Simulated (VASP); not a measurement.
```
CELL_PARAMETERS angstrom
      0.00000     2.32930     2.32930
      2.32930     0.00000     2.32930
      2.32930     2.32930     0.00000
ATOMIC_POSITIONS crystal
  Zr 0.00000 0.00000 0.00000
  N  0.50000 0.50000 0.50000
```

All values below come from revPBE GGA, VASP's PBE PAW potentials (set 64) (plane waves; VASP 6.6.1). Settings: 520 eV cut-off, 14×14×14 Γ-centred mesh, first-order Methfessel-Paxton smearing of 0.10 eV, potentials Zr_sv N.

Question: The job: ZrN (rock salt), 2 atoms, revPBE, static run, 520 eV, 14×14×14 Γ-centred mesh. Roughly how much core time does it take on a busy server core?

Answer: About 20 core-seconds (one run on a shared machine, a rough figure). It had 104 irreducible k-points, 12 bands, up to 701 plane waves and 15 electronic steps.

The compound is ZrN in the rock salt structure. This cell is one point of a volume scan, at 1.03 of the reference volume.
